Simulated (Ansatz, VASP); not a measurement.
# BN in two plane-wave programs, part 2 of 2

One calculation is typed for both programs; each brings its own data sets. How far apart do they land? The cell is taken from a series of runs on this material, whose earlier steps may have relaxed, scaled, displaced or heated it; both programs get it as it stands.

VASP 6.6.1 and Ansatz 0.2.0.

So far: The structure; Ansatz: zone-centre phonons, LDA.

## (3) VASP: zone-centre phonons, LDA

Level of this step: LDA; plane waves and PAW (B, N) (VASP).

The same cell, functional (in two slightly different forms) and mesh now go to VASP, with its own data sets.

Lines of VASP's logs that name or quote its potential files are left out, and so is its time.

The input, INCAR:

```
SYSTEM = BN
PREC = Accurate
ENCUT = 600
EDIFF = 1E-08
NELM = 120
ISMEAR = 0
SIGMA = 0.01
LREAL = .FALSE.
ALGO = Normal
GGA = PW92
NBANDS = 10
LORBIT = 11
LWAVE = .FALSE.
LCHARG = .FALSE.
ISIF = 2
IBRION = 8
LEPSILON = .TRUE.
LASPH = .TRUE.
GGA_COMPAT = .FALSE.
EFERMI = MIDGAP
KPAR = 2
```

The input, POSCAR:

```
BN
1.0
    0.0000000000      1.7988305591      1.7988305591
    1.7988305591      0.0000000000      1.7988305591
    1.7988305591      1.7988305591      0.0000000000
B N
1 1
Direct
    0.0000000000      0.0000000000      0.0000000000
    0.7500000000      0.7500000000      0.7500000000
```

The input, KPOINTS:

```
Automatic mesh
0
Gamma
12 12 12
0 0 0
```

Potentials, in the order of the species: B and N (LDA family, release 64).

On the command line:

```bash
$ mpirun -np 2 vasp_std
```

Numbers of over 12 decimals in the logs are rounded to 6 here.

What it wrote:

```text
[banner, memory and clock lines left out]
running    2 mpi-ranks, on    1 nodes
 distrk:  each k-point on    1 cores,    2 groups
 distr:  one band on    1 cores,    1 groups

 POSCAR found type information on POSCAR B N
 POSCAR found :  2 types and       2 ions
|                                                                             |
|               ----> ADVICE to this user running VASP <----                  |
|                                                                             |
|     You enforced a specific xc type in the INCAR file but a different       |
|     [... a line on the potential file left out ...]
|     I HOPE YOU KNOW WHAT YOU ARE DOING!                                     |
|                                                                             |

 LDA part: xc-table for (Slater(with rela. corr.)+PW92), standard interpolation
 POSCAR, INCAR and KPOINTS ok, starting setup
 FFT: planning ... GRIDC
 FFT: planning ... GRID_SOFT
 FFT: planning ... GRID
 WAVECAR not read
 entering main loop
       N       E                     dE             d eps       ncg     rms          rms(c)
DAV:   1     0.962783644231E+01    0.96278E+01   -0.54696E+03  1480   0.885E+02
DAV:   2    -0.201478426862E+02   -0.29776E+02   -0.28938E+02  1676   0.167E+02
DAV:   3    -0.205967149894E+02   -0.44887E+00   -0.44792E+00  1688   0.181E+01
DAV:   4    -0.205972367472E+02   -0.52176E-03   -0.52175E-03  1576   0.749E-01
DAV:   5    -0.205972372706E+02   -0.52344E-06   -0.52341E-06  1656   0.229E-02    0.658E+00
DAV:   6    -0.195815050363E+02    0.10157E+01   -0.33656E+00  1462   0.113E+01    0.311E+00
DAV:   7    -0.194679178884E+02    0.11359E+00   -0.93224E-02  1592   0.266E+00    0.177E+00
DAV:   8    -0.194357979919E+02    0.32120E-01   -0.49500E-02  1606   0.159E+00    0.182E-01
DAV:   9    -0.194356458532E+02    0.15214E-03   -0.88416E-04  1578   0.280E-01    0.809E-02
DAV:  10    -0.194356300677E+02    0.15785E-04   -0.45671E-05  1606   0.681E-02    0.137E-02
DAV:  11    -0.194356305593E+02   -0.49159E-06   -0.18431E-06  1620   0.982E-03    0.623E-03
DAV:  12    -0.194356304868E+02    0.72483E-07   -0.52338E-07  1578   0.453E-03    0.213E-04
DAV:  13    -0.194356304874E+02   -0.62482E-09   -0.80495E-09   896   0.924E-04
   1 F= -.19435630E+02 E0= -.19435630E+02  d E =0.000000E+00
 Linear response reoptimize wavefunctions to high precision
DAV:   1    -0.194356304874E+02    0.33992E-10   -0.20532E-10   964   0.177E-04
 Linear response G [H, r] |phi>, progress :
  Direction:   1
       N       E                     dE             d eps       ncg     rms
RMM:   1    -0.375581923328E+02   -0.37558E+02   -0.31700E+01  3323   0.505E+01
RMM:   2    -0.320813286437E+02    0.54769E+01   -0.12158E+00  2306   0.885E+00
RMM:   3    -0.320599721891E+02    0.21356E-01   -0.16617E-02  2435   0.358E-01
RMM:   4    -0.320586051176E+02    0.13671E-02   -0.11821E-03  2534   0.205E-02
RMM:   5    -0.320584832937E+02    0.12182E-03    0.43395E-05  2491   0.148E-03
RMM:   6    -0.320584810514E+02    0.22424E-05    0.67133E-05  2122   0.203E-04
RMM:   7    -0.320584773358E+02    0.37156E-05    0.10432E-04  1774   0.118E-04
RMM:   8    -0.320584780166E+02   -0.68075E-06    0.97400E-05  1818   0.118E-04
RMM:   9    -0.320584796539E+02   -0.16373E-05    0.82000E-05  1708   0.117E-04
RMM:  10    -0.320584785024E+02    0.11515E-05    0.92013E-05  1493   0.117E-04
 Linear response G [H, r] |phi>, progress :
  Direction:   2
       N       E                     dE             d eps       ncg     rms
RMM:   1    -0.348552179565E+02   -0.34855E+02   -0.22794E+01  3326   0.481E+01
RMM:   2    -0.326344753721E+02    0.22207E+01   -0.86871E-01  2296   0.747E+00
RMM:   3    -0.326135343974E+02    0.20941E-01   -0.15819E-02  2439   0.304E-01
RMM:   4    -0.326121859310E+02    0.13485E-02   -0.11729E-03  2583   0.176E-02
RMM:   5    -0.326120648817E+02    0.12105E-03    0.42590E-05  2520   0.128E-03
RMM:   6    -0.326120629214E+02    0.19603E-05    0.63700E-05  2135   0.166E-04
RMM:   7    -0.326120579540E+02    0.49674E-05    0.11279E-04  1813   0.922E-05
RMM:   8    -0.326120601458E+02   -0.21919E-05    0.90021E-05  1870   0.917E-05
RMM:   9    -0.326120595752E+02    0.57062E-06    0.96178E-05  1785   0.917E-05
RMM:  10    -0.326120601478E+02   -0.57254E-06    0.89886E-05  1558   0.917E-05
 Linear response G [H, r] |phi>, progress :
  Direction:   3
       N       E                     dE             d eps       ncg     rms
RMM:   1    -0.255162944830E+02   -0.25516E+02    0.72116E+01  3123   0.508E+01
RMM:   2    -0.237581794892E+02    0.17581E+01   -0.95865E-01  2276   0.852E+00
RMM:   3    -0.237564380385E+02    0.17415E-02   -0.32470E-03  2449   0.382E-01
RMM:   4    -0.237563927509E+02    0.45288E-04   -0.14505E-05  2552   0.245E-02
RMM:   5    -0.237563925532E+02    0.19768E-06   -0.36044E-07  2450   0.194E-03
RMM:   6    -0.237563925590E+02   -0.57957E-08   -0.31982E-07  2093   0.250E-04
RMM:   7    -0.237563925613E+02   -0.22594E-08   -0.18224E-06  1744   0.123E-04
RMM:   8    -0.237563925597E+02    0.16179E-08    0.10049E-04  1700   0.120E-04
RMM:   9    -0.237563925597E+02   -0.52417E-10    0.10114E-04  1566   0.120E-04
RMM:  10    -0.237563925598E+02   -0.88804E-10    0.10119E-04  1360   0.120E-04
 Linear response to external field (no local field effect), progress :
  Direction:   1
[...]
RMM:   1    -0.759406069091E-01   -0.75941E-01   -0.20789E-01  3202   0.158E+00
RMM:   2    -0.763119946652E-01   -0.37139E-03   -0.19900E-04  2314   0.124E-01
RMM:   3    -0.763125305311E-01   -0.53587E-06   -0.27375E-07  2344   0.420E-03
RMM:   4    -0.763125318201E-01   -0.12889E-08   -0.39957E-10  2157   0.201E-04
 change of polarisation eV/A/(eV/A) component  3 :     0.032    -0.041     0.153
 dielectric tensor                  component  3 :     0.495    -0.632     3.372
 Linear response to external field, progress :
  Direction:   1
       N       E                     dE             d eps       ncg     rms          rms(c)
RMM:   1    -0.119537789089E+00   -0.11954E+00   -0.35987E-01 12596   0.185E+00
RMM:   2    -0.119954300167E+00   -0.41651E-03   -0.27675E-04  9031   0.138E-01    0.581E-01
RMM:   3    -0.117655016924E+00    0.22993E-02   -0.96124E-04  8865   0.239E-01    0.341E-01
RMM:   4    -0.121493387425E+00   -0.38384E-02   -0.14237E-03  9114   0.291E-01    0.368E-02
RMM:   5    -0.121956923796E+00   -0.46354E-03   -0.15150E-05  9285   0.315E-02    0.419E-03
RMM:   6    -0.121971882223E+00   -0.14958E-04   -0.26949E-08  9391   0.173E-03    0.221E-03
RMM:   7    -0.121980971023E+00   -0.90888E-05   -0.72259E-09  9376   0.850E-04    0.993E-05
RMM:   8    -0.121981192472E+00   -0.22145E-06   -0.11826E-10  5830   0.375E-05    0.259E-05
RMM:   9    -0.121981176483E+00    0.15989E-07   -0.91250E-11  4820   0.402E-05    0.208E-06
 change of polarisation eV/A/(eV/A) component  1 :     0.230     0.042     0.026
 dielectric tensor                  component  1 :     4.574     0.646     0.410
 Linear response to external field, progress :
  Direction:   2
       N       E                     dE             d eps       ncg     rms          rms(c)
RMM:   1    -0.119537824862E+00   -0.11954E+00   -0.35987E-01 12596   0.185E+00
RMM:   2    -0.119954280967E+00   -0.41646E-03   -0.28108E-04  9031   0.138E-01    0.581E-01
RMM:   3    -0.117655034655E+00    0.22992E-02   -0.96195E-04  8867   0.239E-01    0.341E-01
RMM:   4    -0.121493483564E+00   -0.38384E-02   -0.14245E-03  9112   0.291E-01    0.368E-02
RMM:   5    -0.121957024568E+00   -0.46354E-03   -0.15154E-05  9285   0.315E-02    0.419E-03
RMM:   6    -0.121971981279E+00   -0.14957E-04   -0.26652E-08  9396   0.173E-03    0.221E-03
RMM:   7    -0.121981073146E+00   -0.90919E-05   -0.72615E-09  9366   0.850E-04    0.989E-05
RMM:   8    -0.121981287467E+00   -0.21432E-06   -0.14882E-10  5713   0.366E-05    0.270E-05
RMM:   9    -0.121981277731E+00    0.97360E-08   -0.17620E-10  4959   0.418E-05    0.225E-06
 change of polarisation eV/A/(eV/A) component  2 :     0.030     0.230     0.027
 dielectric tensor                  component  2 :     0.471     4.574     0.423
 Linear response to external field, progress :
  Direction:   3
       N       E                     dE             d eps       ncg     rms          rms(c)
RMM:   1    -0.119537906926E+00   -0.11954E+00   -0.35987E-01 12596   0.185E+00
RMM:   2    -0.119954299517E+00   -0.41639E-03   -0.27637E-04  9031   0.138E-01    0.581E-01
RMM:   3    -0.117655032589E+00    0.22993E-02   -0.96118E-04  8865   0.239E-01    0.341E-01
RMM:   4    -0.121493490474E+00   -0.38385E-02   -0.14237E-03  9114   0.291E-01    0.368E-02
RMM:   5    -0.121957010747E+00   -0.46352E-03   -0.15150E-05  9285   0.315E-02    0.419E-03
RMM:   6    -0.121971982401E+00   -0.14972E-04   -0.27055E-08  9395   0.173E-03    0.221E-03
RMM:   7    -0.121981071080E+00   -0.90887E-05   -0.71968E-09  9372   0.850E-04    0.989E-05
RMM:   8    -0.121981285466E+00   -0.21439E-06   -0.10603E-10  5697   0.364E-05    0.271E-05
RMM:   9    -0.121981276414E+00    0.90514E-08   -0.10598E-10  4958   0.420E-05    0.227E-06
 change of polarisation eV/A/(eV/A) component  3 :     0.025     0.042     0.230
 dielectric tensor                  component  3 :     0.395     0.661     4.574
 Linear response DOF=           2
 Linear response progress:
  Degree of freedom:   1/  2
       N       E                     dE             d eps       ncg     rms          rms(c)
RMM:   1    -0.416425806243E-01   -0.41643E-01   -0.24951E-02 14147   0.135E+00
RMM:   2    -0.360665272304E-01    0.55761E-02    0.55831E-04  8610   0.242E-01    0.145E-01
RMM:   3    -0.361261463939E-01   -0.59619E-04    0.17269E-04  8933   0.765E-02    0.816E-02
RMM:   4    -0.364156459784E-01   -0.28950E-03    0.50164E-05  8962   0.871E-02    0.755E-03
RMM:   5    -0.364214736579E-01   -0.58277E-05    0.30945E-05  9190   0.720E-03    0.109E-03
RMM:   6    -0.364220710721E-01   -0.59741E-06    0.22022E-06  9195   0.523E-04    0.404E-04
RMM:   7    -0.364200690345E-01    0.20020E-05   -0.36364E-07  9314   0.383E-04    0.438E-05
RMM:   8    -0.364201107322E-01   -0.41698E-07   -0.17360E-08  9389   0.270E-05    0.101E-05
RMM:   9    -0.364200605258E-01    0.50206E-07   -0.31121E-08  9440   0.104E-05    0.862E-07
RMM:  10    -0.364200580993E-01    0.24266E-08   -0.11749E-08  6217   0.331E-06    0.334E-07
 first order change of Fermi-energy  -0.30345E+01
 force on displaced ion       1 direction 1 : -24.798   0.000   0.000
 Born effective charge ion    1 direction 1 :   1.881   0.000   0.000
 Linear response progress:
  Degree of freedom:   2/  2
       N       E                     dE             d eps       ncg     rms          rms(c)
RMM:   1    -0.229660262000E+00   -0.22966E+00    0.10590E-01 11370   0.332E+00
RMM:   2    -0.223926098803E+00    0.57342E-02   -0.22260E-03  8636   0.441E-01    0.228E-01
RMM:   3    -0.224894333307E+00   -0.96823E-03   -0.42593E-04  8346   0.158E-01    0.124E-01
RMM:   4    -0.226917113848E+00   -0.20228E-02   -0.39389E-04  8090   0.154E-01    0.230E-02
RMM:   5    -0.226971416758E+00   -0.54303E-04   -0.98887E-06  9275   0.229E-02    0.874E-04
RMM:   6    -0.226978630045E+00   -0.72133E-05   -0.44932E-07  9134   0.112E-03    0.408E-04
RMM:   7    -0.226976638671E+00    0.19914E-05   -0.22979E-07  9388   0.370E-04    0.464E-05
RMM:   8    -0.226976409759E+00    0.22891E-06    0.22548E-08  9397   0.254E-05    0.195E-05
RMM:   9    -0.226976349021E+00    0.60738E-07    0.35758E-08  9654   0.214E-05    0.952E-07
RMM:  10    -0.226976350186E+00   -0.11647E-08    0.29476E-08  7255   0.774E-06    0.386E-07
 first order change of Fermi-energy   0.30347E+01
 force on displaced ion       2 direction 1 : -24.791  -0.000  -0.000
 Born effective charge ion    2 direction 1 :  -1.880   0.000   0.000
 Born effective charges drift removed
 Linear response finished
```

From OUTCAR (step 3):

```text
ion  position               nearest neighbor table
   1  0.000  0.000  0.000-   2 1.56   2 1.56   2 1.56   2 1.56
   2  0.750  0.750  0.750-   1 1.56   1 1.56   1 1.56   1 1.56

  LATTYP: Found a face centered cubic cell.
 ALAT       =     3.5976611182

 Subroutine GETGRP returns: Found 24 space group operations
 (whereof 24 operations were pure point group operations)

The static configuration has the point symmetry T_d .

 Found     72 irreducible k-points:

   k-points           NKPTS =     72   k-points in BZ     NKDIM =     72   number of bands    NBANDS=     10

   dimension x,y,z NGX =    20 NGY =   20 NGZ =   20
   dimension x,y,z NGXF=    40 NGYF=   40 NGZF=   40

   ENCUT  =  600.0 eV  44.10 Ry    6.64 a.u.   5.08  5.08  5.08*2*pi/ulx,y,z

   NELECT =       8.0000    total number of electrons

 k-points in reciprocal lattice and weights: Automatic mesh
   0.00000000  0.00000000  0.00000000       0.001
   0.08333333  0.00000000  0.00000000       0.005
   0.16666667  0.00000000  0.00000000       0.005
   0.25000000  0.00000000  0.00000000       0.005
   0.33333333  0.00000000  0.00000000       0.005
   0.41666667  0.00000000  0.00000000       0.005
   0.50000000  0.00000000  0.00000000       0.002
   0.08333333  0.08333333  0.00000000       0.003
   0.16666667  0.08333333  0.00000000       0.014
[...]
-0.33333333  0.50000000  0.16666667       0.007
  -0.25000000  0.50000000  0.25000000       0.003

 average (electrostatic) potential at core
       1 -29.3773       2 -59.9472

  Total       -0.3985768     -0.3985768     -0.3985768     -0.0000000     -0.0000000     -0.0000000
  in kB      -54.8557102    -54.8557102    -54.8557102     -0.0000000     -0.0000000     -0.0000000
  external PRESSURE =     -54.8557102 kB  Pullay stress =       0.0000000 kB

  energy-cutoff  :      600.00
  volume of cell :       11.64
      direct lattice vectors                 reciprocal lattice vectors
     0.000000000  1.798830559  1.798830559    -0.277958364  0.277958364  0.277958364
     1.798830559  0.000000000  1.798830559     0.277958364 -0.277958364  0.277958364
     1.798830559  1.798830559  0.000000000     0.277958364  0.277958364 -0.277958364

 POSITION                                       TOTAL-FORCE (eV/Angst)
 -----------------------------------------------------------------------------------
      0.00000      0.00000      0.00000        -0.000000     -0.000000      0.000000
      2.69825      2.69825      2.69825         0.000000      0.000000     -0.000000
 -----------------------------------------------------------------------------------
    total drift:                                0.000000      0.000000      0.000000

 MACROSCOPIC STATIC DIELECTRIC TENSOR (including local field effects in DFT)
 ------------------------------------------------------
           4.574235    -0.000000    -0.000000
          -0.000000     4.574235    -0.000000
           0.000000    -0.000000     4.574235
 ------------------------------------------------------

 PIEZOELECTRIC TENSOR (including local field effects)  for field in x, y, z        (C/m^2)
          XX          YY          ZZ          XY          YZ          ZX
  --------------------------------------------------------------------------------
  x     0.00000    -0.00000     0.00000     0.00000     1.02991     0.00000
  y    -0.00000     0.00000     0.00000     0.00000     0.00000     1.02991
  z     0.00000    -0.00000    -0.00000     1.02991     0.00000     0.00000

 BORN EFFECTIVE CHARGES (including local field effects) (in |e|, cummulative output)
 ---------------------------------------------------------------------------------
 ion    1
    1     1.88073    -0.00000    -0.00000
    2     0.00000     1.88073     0.00000
    3     0.00000     0.00000     1.88073
 ion    2
    1    -1.88073     0.00000     0.00000
    2     0.00000    -1.88073    -0.00000
    3    -0.00000    -0.00000    -1.88073

 Eigenvectors and eigenvalues of the dynamical matrix
 ----------------------------------------------------

   1 f  =   31.517497 THz   198.030276 2PiTHz 1051.310546 cm-1   130.345837 meV
             X         Y         Z           dx          dy          dz
      0.000000  0.000000  0.000000     0.000000    0.751235    0.000000
      2.698246  2.698246  2.698246     0.000000   -0.660035    0.000000

   2 f  =   31.517497 THz   198.030276 2PiTHz 1051.310546 cm-1   130.345837 meV
             X         Y         Z           dx          dy          dz
      0.000000  0.000000  0.000000     0.751235    0.000000    0.000000
      2.698246  2.698246  2.698246    -0.660035    0.000000    0.000000

   3 f  =   31.517497 THz   198.030276 2PiTHz 1051.310546 cm-1   130.345837 meV
             X         Y         Z           dx          dy          dz
      0.000000  0.000000  0.000000     0.000000    0.000000    0.751235
      2.698246  2.698246  2.698246     0.000000    0.000000   -0.660035

   4 f/i=    0.002232 THz     0.014024 2PiTHz    0.074452 cm-1     0.009231 meV
             X         Y         Z           dx          dy          dz
      0.000000  0.000000  0.000000    -0.660035    0.000000    0.000000
      2.698246  2.698246  2.698246    -0.751235    0.000000    0.000000

   5 f/i=    0.002232 THz     0.014024 2PiTHz    0.074452 cm-1     0.009231 meV
             X         Y         Z           dx          dy          dz
      0.000000  0.000000  0.000000     0.000000   -0.660035    0.000000
      2.698246  2.698246  2.698246     0.000000   -0.751235    0.000000

   6 f/i=    0.002232 THz     0.014024 2PiTHz    0.074452 cm-1     0.009231 meV
             X         Y         Z           dx          dy          dz
      0.000000  0.000000  0.000000     0.000000    0.000000   -0.660035
      2.698246  2.698246  2.698246     0.000000    0.000000   -0.751235

 MACROSCOPIC STATIC DIELECTRIC TENSOR IONIC CONTRIBUTION
 ------------------------------------------------------
           2.217482    -0.000000    -0.000000
          -0.000000     2.217482    -0.000000
          -0.000000    -0.000000     2.217482
 ------------------------------------------------------

 ELASTIC MODULI CONTR FROM IONIC RELAXATION (kBar)
 Direction    XX          YY          ZZ          XY          YZ          ZX
 --------------------------------------------------------------------------------
 XX           0.0000      0.0000      0.0000      0.0000      0.0000      0.0000
 YY           0.0000      0.0000      0.0000      0.0000      0.0000      0.0000
 ZZ           0.0000      0.0000      0.0000      0.0000      0.0000      0.0000
 XY           0.0000      0.0000      0.0000    -21.7622      0.0000      0.0000
 YZ           0.0000      0.0000      0.0000      0.0000    -21.7622      0.0000
 ZX           0.0000      0.0000      0.0000      0.0000      0.0000    -21.7622
 --------------------------------------------------------------------------------

 PIEZOELECTRIC TENSOR IONIC CONTR  for field in x, y, z        (C/m^2)
          XX          YY          ZZ          XY          YZ          ZX
  --------------------------------------------------------------------------------
  x     0.00000     0.00000     0.00000     0.00000    -0.20671     0.00000
  y     0.00000     0.00000     0.00000     0.00000     0.00000    -0.20671
  z     0.00000     0.00000     0.00000    -0.20671     0.00000     0.00000
```

## (4) Comparison

Known differences besides the potentials themselves: fixed occupations in Ansatz, narrow Gaussian smearing in VASP; VASP's run holds the zone centre alone; the cutoff is 420 eV in Ansatz and 600 eV in VASP; VASP's log shows a relativistic correction to its local exchange, Ansatz's none. Total energies have different zeros and are not compared.

Both answers:

| quantity | Ansatz | VASP | difference |
| --- | --- | --- | --- |
| ε∞ xx | 4.58 | 4.57 | +0.12 % |
| ε∞ yy | 4.58 | 4.57 | +0.12 % |
| ε∞ zz | 4.58 | 4.57 | +0.12 % |
| Born charge of B1 (mean of the diagonal) (e) | 1.88 | 1.88 | 0.00 |
| Born charge of N2 (mean of the diagonal) (e) | -1.88 | -1.88 | 0.00 |
| optical mode 1 to 3 (cm⁻¹) | 1047.2 | 1051.3 | -0.39 % |

Modes are paired by rising frequency, not by their patterns, so a pair may set unlike modes beside each other; they are those without the splitting of longitudinal modes.

## (5) Summary of results

```json
{
  "r.m.s. difference of the optical zone-centre modes, each program's sorted by frequency (zone-centre phonons, LDA)": "4.1 cm⁻¹"
}
```

What this shows: The r.m.s. difference of the optical zone-centre modes, each program's sorted by frequency is 4.1 cm⁻¹ (zone-centre phonons, LDA). How closely two codes agree says nothing of how well the functional describes the real material.

[Lines on the potential files, build, host, timing and source positions are cut from VASP's logs without a mark.]

[Logs are printed without paths, hosts, clocks, repeated set-up lines and the standing remarks that a program may print on its own settings, such as how far it seeks lower states.]

[Hosts, paths, dates, database ids (printed as entryN), source tags and the programs' standing remarks are cut or masked in the printed files.]
